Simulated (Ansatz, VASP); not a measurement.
**PdAu2: VASP beside Ansatz**

```xyz
6
Lattice="0.0000 3.8158 3.8158 3.8158 0.0000 3.8158 3.8158 3.8158 0.0000" Properties=species:S:1:pos:R:3 pbc="T T T"
Pd    3.8158    3.8158    3.8158
Pd    5.7237    5.7237    5.7237
Au    0.9539    0.9539    0.9539
Au    0.9539    2.8618    2.8618
Au    2.8618    2.8618    0.9539
Au    2.8618    0.9539    2.8618
```

Alike in both runs: functional PBE; k mesh 8 × 8 × 8; occupations gaussian, width 0.1 eV; no spin polarisation.

Ansatz relaxed the structure, and its values are those at the end. VASP's run is a single point on that final structure, the one shown.

|  | VASP | Ansatz |
| --- | --- | --- |
| version | VASP 6.6.1 | Ansatz 0.2.0 |
| potentials or method | VASP PAW PBE potentials, release 64 (Pd, Au) | scalar-relativistic, plane waves, PAW |
| plane-wave cutoff (eV) | 520 | 420 |
| valence electrons in the cell | 64 | 112 |

Ansatz gave:

| Item | Value |
| --- | --- |
| gap on the k mesh at the Fermi level (eV) | none |
| pressure (GPa) | 0.0 |

Question: Estimate VASP's values.

Answer: gap on the k mesh at the Fermi level (eV): none; pressure (GPa): -0.2.

A gap of «none» marks a metal or a gap that the smearing closes. With one functional, cell and mesh, what is left measures potentials, basis and numerics. The two sets of potentials don't hold the same shells in valence.

The runs have no spin-orbit coupling, so splittings on Au are missing.
